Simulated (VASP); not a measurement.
Given:

```yaml
crystal:
  lattice:
    - [0.00000, 2.60240, 2.60240]
    - [2.60240, 0.00000, 2.60240]
    - [2.60240, 2.60240, 0.00000]
  atoms:
    - { symbol: Sr, position: [0.00000, 0.00000, 0.00000] }
    - { symbol: O, position: [0.50000, 0.50000, 0.50000] }
```

These are PBE GGA, VASP's PBE PAW potentials (set 64) (plane waves; VASP) values and carry that method's errors. Run with 520 eV cut-off, 10×10×10 Γ-centred mesh, tetrahedra with Blöchl corrections, potentials Sr_sv O.

Q: Predict the energy per atom (σ→0), band gap (on the k-mesh) with the smallest direct gap where there is one.

A: 
```
Quantity                                     Result
-----------------------------------  --------------
band gap (on the k-mesh)                    3.28 eV
smallest direct gap (on the k-mesh)         3.39 eV
energy per atom (σ→0)                -6.028 eV/atom
```

The absolute energy has meaning only against runs of the same code, potentials and settings.

The compound is SrO in the rock salt structure. It was relaxed first.
